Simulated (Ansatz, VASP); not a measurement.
## Cross-check of W between VASP and Ansatz

One calculation is typed for both programs; each brings its own data sets. How far apart do they land? The cell is taken from a series of runs on this material, whose earlier steps may have relaxed, scaled, displaced or heated it; both programs get it as it stands.

Calculated with Ansatz 0.2.0; plane waves, with VASP 6.6.1 beside it; single point at PBEsol.

### Step 1. Starting point

The cell holds 10 atoms: 10 W. Its edges and angles: a = 4.356 Å, b = 4.356 Å, c = 36.460 Å, α = 90.0°, β = 90.0°, γ = 90.0°. It derives from W. Vacuum lies along c.

Coordinates:

```cif
data_structure
_symmetry_space_group_name_H-M 'P 1'
_symmetry_Int_Tables_number 1
_cell_length_a 4.3558
_cell_length_b 4.3558
_cell_length_c 36.4600
_cell_angle_alpha 90.000
_cell_angle_beta 90.000
_cell_angle_gamma 90.000
_cell_volume 691.74
loop_
_atom_site_label
_atom_site_type_symbol
_atom_site_fract_x
_atom_site_fract_y
_atom_site_fract_z
_atom_site_occupancy
W1 W 0.99948 0.99083 0.82008 1
W2 W 0.50052 0.50917 0.82008 1
W3 W 0.00005 0.49918 0.77939 1
W4 W 0.49995 0.00082 0.77939 1
W5 W 0.50000 0.50000 0.73491 1
W6 W 0.00000 0.00000 0.73491 1
W7 W 0.99995 0.50082 0.69044 1
W8 W 0.50005 0.99918 0.69044 1
W9 W 0.00052 0.00917 0.64975 1
W10 W 0.49948 0.49083 0.64975 1
```

### Step 2. VASP: single point, PBEsol, pair 1

A single point gives forces, pressure and levels at one fixed geometry, so differences don't come from the geometry; what else differs is listed under the comparison.

Lines of VASP's logs that name or quote its potential files are left out, and so is its time.

INCAR reads:

```
SYSTEM = W
PREC = Accurate
ENCUT = 520
EDIFF = 1E-06
NELM = 120
ISMEAR = 1
SIGMA = 0.2
LREAL = .FALSE.
ALGO = Normal
GGA = PS
NBANDS = 40
LASPH = .TRUE.
LORBIT = 11
LWAVE = .FALSE.
LCHARG = .FALSE.
ISIF = 2
LDIPOL = .TRUE.
IDIPOL = 3
DIPOL = 0.5 0.5 0.735
LVHAR = .TRUE.
GGA_COMPAT = .FALSE.
NELMDL = -8
KPAR = 2
```

POSCAR reads:

```
W
1.0
   -3.0799851754     -3.0799851754      0.0000000000
   -3.0799851754      3.0799851754      0.0000000000
    0.0000000000      0.0000000000    -36.4599902000
W
10
Direct
    0.9994756408      0.9908317334      0.8200805945
    0.5005243592      0.5091682666      0.8200805945
    0.0000466696      0.4991839955      0.7793861571
    0.4999533304      0.0008160045      0.7793861571
    0.5000000000      0.5000000000      0.7349149041
    0.0000000000      0.0000000000      0.7349149041
    0.9999533304      0.5008160045      0.6904436511
    0.5000466696      0.9991839955      0.6904436511
    0.0005243592      0.0091682666      0.6497492137
    0.4994756408      0.4908317334      0.6497492137
```

KPOINTS reads:

```
Automatic mesh
0
Gamma
8 8 1
0 0 0
```

Potentials, in the order of the species: W (PBE family, release 64).

Launch:

```bash
$ mpirun -np 2 vasp_std
```

Numbers of over 12 decimals in the logs are rounded to 6 here.

Log:

```text
[banner, memory and clock lines left out]
running    2 mpi-ranks, on    1 nodes
 distrk:  each k-point on    1 cores,    2 groups
 distr:  one band on    1 cores,    1 groups

 POSCAR found type information on POSCAR W
 POSCAR found :  1 types and      10 ions
|                                                                             |
|               ----> ADVICE to this user running VASP <----                  |
|                                                                             |
|     You enforced a specific xc type in the INCAR file but a different       |
|     [... a line on the potential file left out ...]
|     I HOPE YOU KNOW WHAT YOU ARE DOING!                                     |
|                                                                             |

 LDA part: xc-table for (Slater+PW92), standard interpolation
 POSCAR, INCAR and KPOINTS ok, starting setup
 FFT: planning ... GRIDC
 FFT: planning ... GRID_SOFT
 FFT: planning ... GRID
 WAVECAR not read
 entering main loop
       N       E                     dE             d eps       ncg     rms          rms(c)
DAV:   1     0.364416740213E+03    0.36442E+03   -0.19792E+04  2720   0.111E+03
DAV:   2    -0.760736159547E+02   -0.44049E+03   -0.41658E+03  4136   0.221E+02
DAV:   3    -0.134689588503E+03   -0.58616E+02   -0.56581E+02  3224   0.867E+01
DAV:   4    -0.138295778335E+03   -0.36062E+01   -0.34848E+01  4216   0.206E+01
DAV:   5    -0.138437430418E+03   -0.14165E+00   -0.13996E+00  4440   0.399E+00
DAV:   6    -0.138443047357E+03   -0.56169E-02   -0.55718E-02  4608   0.644E-01
DAV:   7    -0.138443290826E+03   -0.24347E-03   -0.24234E-03  4448   0.128E-01
DAV:   8    -0.138443307914E+03   -0.17088E-04   -0.17050E-04  4568   0.243E-02    0.646E+01
DAV:   9    -0.134635170382E+03    0.38081E+01   -0.74500E+01  4208   0.255E+01    0.350E+01
DAV:  10    -0.173145916933E+03   -0.38511E+02   -0.38803E+02  4608   0.724E+01    0.295E+01
DAV:  11    -0.126699674852E+03    0.46446E+02   -0.23859E+02  4600   0.512E+01    0.493E+00
DAV:  12    -0.128245381143E+03   -0.15457E+01   -0.17864E+01  4184   0.155E+01    0.556E+00
DAV:  13    -0.128152991872E+03    0.92389E-01   -0.11937E+00  4360   0.395E+00    0.381E+00
DAV:  14    -0.128157631765E+03   -0.46399E-02   -0.68704E-02  4120   0.102E+00    0.358E+00
[...]
DAV:  21    -0.128105045521E+03   -0.18512E-03   -0.47267E-04  3472   0.112E-01    0.139E-01
DAV:  22    -0.128105119478E+03   -0.73957E-04   -0.88984E-05  4456   0.358E-02    0.133E-01
DAV:  23    -0.128105176235E+03   -0.56758E-04   -0.17164E-04  4384   0.423E-02    0.646E-02
DAV:  24    -0.128105213568E+03   -0.37332E-04   -0.64875E-05  4504   0.284E-02    0.270E-02
DAV:  25    -0.128105281745E+03   -0.68178E-04   -0.79566E-05  4416   0.298E-02    0.224E-02
DAV:  26    -0.128105298954E+03   -0.17208E-04   -0.49722E-06  3272   0.100E-02    0.233E-02
DAV:  27    -0.128105304627E+03   -0.56732E-05   -0.15624E-06  2296   0.519E-03    0.151E-02
DAV:  28    -0.128105305470E+03   -0.84349E-06   -0.75698E-07  2120   0.416E-03
   1 F= -.12810531E+03 E0= -.12809854E+03  d E =-.202840E-01
```

Parts of OUTCAR (step 2):

```text
ion  position               nearest neighbor table
   1  0.999  0.991  0.820-   3 2.61   4 2.63   4 2.64   3 2.67   2 3.02   2 3.03   6 3.11   2 3.13
                             2 3.14
   2  0.501  0.509  0.820-   4 2.61   3 2.63   3 2.64   4 2.67   1 3.02   1 3.03   5 3.11   1 3.13
                             1 3.14
   3  0.000  0.499  0.779-   1 2.61   2 2.63   2 2.64   1 2.67   6 2.71   5 2.72   5 2.72   6 2.72
                             4 3.07   4 3.08   4 3.08   4 3.09   7 3.24
   4  0.500  0.001  0.779-   2 2.61   1 2.63   1 2.64   2 2.67   5 2.71   6 2.72   6 2.72   5 2.72
                             3 3.07   3 3.08   3 3.08   3 3.09   8 3.24
   5  0.500  0.500  0.735-   4 2.71   8 2.71   3 2.72   7 2.72   3 2.72   7 2.72   4 2.72   8 2.72
                             6 3.08   6 3.08   6 3.08   6 3.08   2 3.11  10 3.11
   6  0.000  0.000  0.735-   3 2.71   7 2.71   4 2.72   8 2.72   4 2.72   8 2.72   3 2.72   7 2.72
                             5 3.08   5 3.08   5 3.08   5 3.08   1 3.11   9 3.11
   7  1.000  0.501  0.690-   9 2.61  10 2.63  10 2.64   9 2.67   6 2.71   5 2.72   5 2.72   6 2.72
                             8 3.07   8 3.08   8 3.08   8 3.09   3 3.24
   8  0.500  0.999  0.690-  10 2.61   9 2.63   9 2.64  10 2.67   5 2.71   6 2.72   6 2.72   5 2.72
                             7 3.07   7 3.08   7 3.08   7 3.09   4 3.24
   9  0.001  0.009  0.650-   7 2.61   8 2.63   8 2.64   7 2.67  10 3.02  10 3.03   6 3.11  10 3.13
                            10 3.14
  10  0.499  0.491  0.650-   8 2.61   7 2.63   7 2.64   8 2.67   9 3.02   9 3.03   5 3.11   9 3.13
                             9 3.14

  LATTYP: Found a simple tetragonal cell.
 ALAT       =     4.3557568070
 C/A-ratio  =     8.3705293514

 Subroutine GETGRP returns: Found  4 space group operations
 (whereof  1 operations were pure point group operations)

The static configuration has the point symmetry C_1 .
 The point group associated with its full space group is C_2h.

 Found     34 irreducible k-points:

   k-points           NKPTS =     34   k-points in BZ     NKDIM =     34   number of bands    NBANDS=     40

   dimension x,y,z NGX =    32 NGY =   32 NGZ =  280
   dimension x,y,z NGXF=    64 NGYF=   64 NGZF=  560

   ENCUT  =  520.0 eV  38.22 Ry    6.18 a.u.   8.10  8.10 67.79*2*pi/ulx,y,z

   NELECT =      60.0000    total number of electrons

 k-points in reciprocal lattice and weights: Automatic mesh
   0.00000000  0.00000000  0.00000000       0.016
   0.12500000  0.00000000  0.00000000       0.031
   0.00000000  0.12500000  0.00000000       0.031
   0.25000000  0.00000000  0.00000000       0.031
   0.00000000  0.25000000  0.00000000       0.031
   0.37500000  0.00000000  0.00000000       0.031
   0.00000000  0.37500000  0.00000000       0.031
   0.50000000  0.00000000  0.00000000       0.016
   0.00000000  0.50000000  0.00000000       0.016
[...]
-0.37500000  0.50000000  0.00000000       0.031
   0.50000000  0.50000000  0.00000000       0.016

 dipolmoment           0.000000      0.000000      0.000047 electrons x Angstroem

 average (electrostatic) potential at core
       1 -46.7089       2 -46.7089       3 -46.5518       4 -46.5518       5 -46.8994
       6 -46.8994       7 -46.5517       8 -46.5517       9 -46.7089      10 -46.7089

 E-fermi :  -1.5533

 k-point     1 :       0.0000    0.0000    0.0000
  band No.  band energies     occupation
    ...
     25      -2.2362      2.00002
     26      -2.2062      2.00004
     27      -1.9922      2.00812
     28      -1.8688      2.04820
     29      -1.7697      2.06338
     30      -1.3635     -0.03794
     31      -1.3525     -0.05104
     32      -1.3453     -0.05761
     33      -0.1099     -0.00000
     34       0.2667     -0.00000
    ...

 k-point     2 :       0.1250    0.0000    0.0000
  band No.  band energies     occupation
    ...
     26      -2.1845      2.00008
     27      -1.9557      2.01537
     28      -1.8840      2.04121
     29      -1.8170      2.06855
     30      -1.5443      0.92407
     31      -1.0158     -0.00096
     32      -0.6914     -0.00000
     33      -0.3892     -0.00000
     34      -0.1997     -0.00000
     35      -0.0535     -0.00000
    ...

 k-point     3 :       0.0000    0.1250    0.0000
  band No.  band energies     occupation
    ...
     26      -2.1804      2.00009
     27      -1.9526      2.01616
     28      -1.8846      2.04094
     29      -1.8146      2.06909
     30      -1.5498      0.97030
     31      -1.0106     -0.00085
     32      -0.6805     -0.00000
     33      -0.4012     -0.00000
     34      -0.1589     -0.00000
     35      -0.1018     -0.00000
    ...

  Total       -2.7746478     -2.7968474     -2.9558122      0.0373801      0.0000000      0.0000000
  in kB       -6.4265021     -6.4779198     -6.8461061      0.0865780      0.0000000      0.0000000
  external PRESSURE =      -6.5835093 kB  Pullay stress =       0.0000000 kB

  energy-cutoff  :      520.00
  volume of cell :      691.74
      direct lattice vectors                 reciprocal lattice vectors
    -3.079985175 -3.079985175  0.000000000    -0.162338444 -0.162338444  0.000000000
    -3.079985175  3.079985175  0.000000000    -0.162338444  0.162338444  0.000000000
     0.000000000  0.000000000-36.459990200     0.000000000  0.000000000 -0.027427325

 POSITION                                       TOTAL-FORCE (eV/Angst)
 -----------------------------------------------------------------------------------
     -6.13012     -0.02662    -29.90013         0.231979     -0.208122      0.289373
     -3.10984      0.02662    -29.90013        -0.231979      0.208122      0.289373
     -1.53762      1.53734    -28.41641         0.001875     -0.002123     -0.111513
     -1.54236     -1.53734    -28.41641        -0.001875      0.002123     -0.111513
     -3.07999      0.00000    -26.79499         0.000000      0.000000      0.000000
      0.00000      0.00000    -26.79499         0.000000      0.000000      0.000000
     -4.62235     -1.53734    -25.17357        -0.001875      0.002123      0.111513
     -4.61761      1.53734    -25.17357         0.001875     -0.002123      0.111513
     -0.02985      0.02662    -23.68985        -0.231979      0.208122     -0.289373
     -3.05013     -0.02662    -23.68985         0.231979     -0.208122     -0.289373
 -----------------------------------------------------------------------------------
    total drift:                                0.000000     -0.000000      0.000737

  FREE ENERGIE OF THE ION-ELECTRON SYSTEM (eV)
  ---------------------------------------------------
  free  energy   TOTEN  =      -128.1053054702 eV

  energy  without entropy=     -128.0850214869  energy(sigma->0) =     -128.09854414

 vacuum level on the upper side and lower side of the slab         2.779         2.780

 total charge
# of ion       s       p       d       tot
------------------------------------------
    1        0.671   0.443   4.154   5.268
    2        0.671   0.443   4.154   5.268
    3        0.718   0.744   4.346   5.808
    4        0.718   0.744   4.346   5.808
    5        0.690   0.735   4.254   5.679
    6        0.690   0.735   4.254   5.679
    7        0.718   0.744   4.346   5.808
    8        0.718   0.744   4.346   5.808
    9        0.671   0.443   4.154   5.268
   10        0.671   0.443   4.154   5.268
--------------------------------------------------
tot          6.938   6.217  42.506  55.661

[... 3 further parts left out ...]
```

The data set W keeps the semicore shell frozen, which is cheaper and a little less accurate.

### Step 3. Ansatz: single point, PBEsol, pair 1

Ansatz runs on its PAW soft_1 files.

The same cell, functional, mesh and smearing now go to Ansatz, which takes its cutoff from its data sets.

input.yaml reads:

```yaml
crystal:
  lattice:
    - [-3.0799851754, -3.0799851754, 0.0]
    - [-3.0799851754, 3.0799851754, 0.0]
    - [0.0, 0.0, -36.4599902]
  atoms:
    - { symbol: W, position: [0.9994756408, -0.0091682666, 0.8200805945] }
    - { symbol: W, position: [0.5005243592, 0.5091682666, 0.8200805945] }
    - { symbol: W, position: [4.66696e-05, 0.4991839955, 0.7793861571] }
    - { symbol: W, position: [0.4999533304, 0.0008160045, 0.7793861571] }
    - { symbol: W, position: [0.5, 0.5, 0.7349149041] }
    - { symbol: W, position: [0.0, 0.0, 0.7349149041] }
    - { symbol: W, position: [-4.66696e-05, 0.5008160045, 0.6904436511] }
    - { symbol: W, position: [0.5000466696, -0.0008160045, 0.6904436511] }
    - { symbol: W, position: [1.0005243592, 0.0091682666, 0.6497492137] }
    - { symbol: W, position: [0.4994756408, 0.4908317334, 0.6497492137] }
  periodic: [true, true, false]
kpoints:
  mp_grid: { grid: [8, 8, 1] }
hamiltonian:
  xc: pbesol
  pseudopotentials: { kind: paw, azcp: { folder: soft_1 }, xc_functional: pbe }
scf:
  occupations: { method: methfessel_paxton, width: 0.2 }
output:
  forces: true
  stress: true
  eigenvalues: true
```

Launch:

```bash
$ ansatz run input.yaml --threads 8 --pin off --max-ram 16384MiB --backend cpu --events-out ev --progress --plain --runs-dir out
```

Log:

```text
Engine: ansatz 0.2.0, aarch64-unknown-linux-gnu
Pseudopotentials: kind: paw
Pseudopotential: W, paw, valence charge 14, recommended cutoff 420 eV (normal), soft_1/W.paw.azcp
Functional definition: PBEsol
  exchange = pbesol_x
  correlation = pbesol_c
Crystal: 10 atoms, lattice volume = 691.741 Å³
Basis set: ecut = 420 eV, 13513 PW (Γ), exchange–correlation on 60×60×500 points (8 copies of the dense FFT grid, shifted against one another)
Bands: 84, of which v1, the nominal top of the filled ones, is band 70 counted from 1 (69 counted from 0)
Symmetry: 4 space group operations
Space group: P2/c (ITA 13), of the structure as read, at distance tolerance 8.8e-5 Å
k-points: 34 of 64
Non-local potential: W, projectors of the file, l = 0: 3, l = 1: 2, l = 2: 2, l = 3: 1
PAW form: soft (Blöchl's): semilocal exchange-correlation on the pseudo side does not see the compensation charge
PAW frozen core: W, regenerated for the run's functional, and the local potential with it (the file was generated under x = pbe(κ = 0.804, μ = 0.219515), c = pbe(β = 0.066725))
PAW one-centre angular grid: W, 590 points (default); XC on 64 Gauss nodes
Initial density: superposition of atomic densities (neutral atoms: chi_scale 0, normalization atom)
Initial wavefunctions: pseudopotential atomic-orbital guess
Functional: x = pbesol(κ = 0.804, μ = 0.123457), c = pbesol(β = 0.046)
SCF iter   1: F=—  HF=-102573.017820 eV  |F-HF|=—  |Δ(HF+E_count)|=         —  Δρ=3.82e-2  dr2=7.04e1  ethr=3.10e-3  ⟨swp⟩=12.5  Hψ=19390  notcnv=0
preconditioner: auto → LDOS  [metal: Δε(μ)=0.006 eV  Ē_g=5.188 eV  σ=0.200 eV  W_gap=0.03  n_scr=112 (ndim 8)  ℏωp=10.9 eV  f_vac=0.709  D(μ)=12.20/eV (n_scr^D=72)  β→1.0]
SCF iter   2: F=—  HF=-102567.513728 eV  |F-HF|=—  |Δ(HF+E_count)|=    5.50e0  S|Δr|=    0.00e0  Δρ=2.47e-2  dr2=1.70e1  ethr=3.10e-3  ⟨swp⟩=6.4  Hψ=9146  notcnv=0  defer=136
SCF iter   3: F=—  HF=-102565.265041 eV  |F-HF|=—  |Δ(HF+E_count)|=    2.25e0  S|Δr|=    0.00e0  Δρ=5.77e-3  dr2=1.03e0  ethr=3.10e-3  ⟨swp⟩=5.3  Hψ=7643  notcnv=0  defer=130
SCF iter   4: F=—  HF=-102565.084050 eV  |F-HF|=—  |Δ(HF+E_count)|=   1.81e-1  S|Δr|=    0.00e0  Δρ=1.58e-3  dr2=5.38e-2  ethr=7.35e-4  ⟨swp⟩=3.3  Hψ=5290  notcnv=0  defer=132
SCF iter   5: F=—  HF=-102565.085733 eV  |F-HF|=—  |Δ(HF+E_count)|=   1.68e-3  S|Δr|=    0.00e0  Δρ=5.03e-4  dr2=4.47e-3  ethr=3.84e-5  ⟨swp⟩=4.0  Hψ=6539  notcnv=0  defer=127
SCF iter   6: F=—  HF=-102565.085787 eV  |F-HF|=—  |Δ(HF+E_count)|=   5.46e-5  S|Δr|=    0.00e0  Δρ=1.65e-4  dr2=4.23e-4  ethr=3.19e-6  ⟨swp⟩=3.9  Hψ=5926  notcnv=0  defer=127
SCF iter   7: F=—  HF=-102565.085795 eV  |F-HF|=—  |Δ(HF+E_count)|=   7.81e-6  S|Δr|=    0.00e0  Δρ=5.59e-5  dr2=5.94e-5  ethr=3.02e-7  ⟨swp⟩=3.8  Hψ=5995  notcnv=0  defer=127
SCF iter   8: F=—  HF=-102565.086073 eV  |F-HF|=—  |Δ(HF+E_count)|=   2.78e-4  S|Δr|=    0.00e0  Δρ=1.67e-5  dr2=7.25e-6  ethr=4.24e-8  ⟨swp⟩=3.7  Hψ=6180  notcnv=0  defer=127
SCF iter   9: F=—  HF=-102565.086076 eV  |F-HF|=—  |Δ(HF+E_count)|=   2.48e-6  S|Δr|=    0.00e0  Δρ=5.84e-6  dr2=9.16e-7  ethr=5.18e-9  ⟨swp⟩=3.8  Hψ=5607  notcnv=0  defer=127
SCF iter  10: F=—  HF=-102565.086076 eV  |F-HF|=—  |Δ(HF+E_count)|=   1.79e-7  S|Δr|=    0.00e0  Δρ=3.02e-6  dr2=2.11e-7  ethr=6.54e-10  ⟨swp⟩=3.8  Hψ=6257  notcnv=0  defer=127
SCF iter  11: F=-102565.086076 eV  HF=-102565.086076 eV  |F-HF|=4.11e-8  |Δ(HF+E_count)|=   5.54e-8  S|Δr|=    0.00e0  Δρ=1.13e-6  dr2=1.86e-8  ethr=7.14e-11  ⟨swp⟩=26.3  Hψ=19529  notcnv=0
SCF 1 converged in 11 iterations: F = -102565.086076 eV  dr2 = 1.86e-8
  greatest PAW one-centre occupation: 0.999 electrons in one spin orbital (limit 2), on the W atom at site 7 (counted from 0), in its partial waves of l = 0
SCF converged after 11 iterations
Stability not checked: this state was not tested for a lower state beside it, because cold or Methfessel-Paxton smearing, or corrected tetrahedra, fill the levels in a way that the test cannot read (fill_not_monotonic; see scf.lower_state_search)
Free energy (F): -102565.086076 eV
Harris-Foulkes:  -102565.086076 eV  (|F-HF|=4.11e-8)
Internal energy: -102565.066703 eV  (E = F + TS)
E sigma→0 (E₀):  -102565.081233 eV
Entropy (-TS):   -0.019373 eV (-1.937 meV/atom)
Fermi energy:    -4.319480 eV
--- Per-component energies (eV) ---
  E_band       = -4548.482951
  E_kinetic    = 4226.694783
  E_local      = -614252.244357  (includes V_loc(G=0)·N_el)
  E_nonlocal   = -221.796032
  E_hartree    = 304826.301327
  E_xc         = -2654.338310
  E_vxc        = -2304.762761  (∫ρ·V_xc dr)
  E_paw        = -84515.113439  (= ΣΔE_a)
  E_vpaw       = -1648.956895  (= ΣTr[D̂ρ^β])
  E_aug_tail   = 0.001505  (compensation charges beyond the density's cutoff)
  E_ewald      = 290023.209242
  E_core_change = 2.218577  (= ΣΔE_core)
  E_smearing   = -0.019373  (= −TS)
  E_closure    = 0.000000  (closes the sum)
  Σ components = -102565.086076   (vs F -102565.086076, Δ=0.00e0)
--- Forces (eV/Å), atoms counted from 1 ---
  atom   1  W      0.20332747    -0.18253382     0.01269288
  atom   2  W     -0.20332747     0.18253382     0.01269288
  atom   3  W      0.02695226    -0.03021596    -0.01065345
  atom   4  W     -0.02695226     0.03021596    -0.01065345
  atom   5  W      0.00000000     0.00000000     0.00000000
  atom   6  W      0.00000000     0.00000000     0.00000000
  atom   7  W     -0.02695226     0.03021596     0.01065345
  atom   8  W      0.02695226    -0.03021596     0.01065345
  atom   9  W     -0.20332747     0.18253382    -0.01269288
  atom  10  W      0.20332747    -0.18253382    -0.01269288
  max |Σ_I F_I| component: 5.55e-17 eV/Å
--- 2D stress c σ (N/m, compression-positive) ---
        0.306605       0.023152       0.000000
        0.023152       0.288218       0.000000
        0.000000       0.000000       0.000000
  P = ½ c Tr σ = 0.2974 N/m
--- Band table (eV; the first three rows and the last of 34) ---
  k-point 0: bands = [... 66 lower, -4.7496, -4.6238, -4.5551, -4.1236, -4.1186, -4.1129, -2.8773, -2.5017, ... 10 higher]
  k-point 1: bands = [... 66 lower, -4.7211, -4.6410, -4.5857, -4.3126, -3.7805, -3.4473, -3.1645, -2.9268, ... 10 higher]
  k-point 2: bands = [... 66 lower, -4.8523, -4.6738, -4.4936, -4.0128, -3.8640, -3.6492, -3.5852, -3.5604, ... 10 higher]
  k-point 33: bands = [... 66 lower, -4.3838, -4.3832, -4.3599, -4.3588, -4.2987, -4.2963, -3.4489, -3.4469, ... 10 higher]
  ° read free of the cell's end (the report's vacuum.weakly_bound_levels)
```

The column dr2 measures how far the density is from self-consistency, as an energy; F and HF (Harris–Foulkes) agree once it is small.

(Part 1 of 2 ends here.)

[Lines on the potential files, build, host, timing and source positions are cut from VASP's logs without a mark.]

[Logs are printed without paths, hosts, clocks, repeated set-up lines and the standing remarks that a program may print on its own settings, such as how far it seeks lower states.]

[Hosts, paths, dates, database ids (printed as entryN), source tags and the programs' standing remarks are cut or masked in the printed files.]
